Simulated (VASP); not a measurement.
Input:

```
CELL_PARAMETERS angstrom
      0.00000     2.04100     2.04100
      2.04100     0.00000     2.04100
      2.04100     2.04100     0.00000
ATOMIC_POSITIONS crystal
  Al 0.00000 0.00000 0.00000
```

Computed with vdW-DF2, VASP's PBE PAW potentials (set 64) (plane waves; VASP 6.6.1). Run with 520 eV cut-off, 17×17×17 Γ-centred mesh, tetrahedra with Blöchl corrections, potentials Al.

Problem. What does the run give for the energy per atom (σ→0), band gap (on the k-mesh) with the smallest direct gap where there is one?

Solution. 
```
Property                                                    Result
------------------------  ----------------------------------------
band gap (on the k-mesh)  none (metal, semimetal or under 0.01 eV)
energy per atom (σ→0)                               -1.714 eV/atom
```

Total energies compare only between runs with the same potentials, cut-off and functional.

The compound is Al in the fcc structure. It was relaxed first.
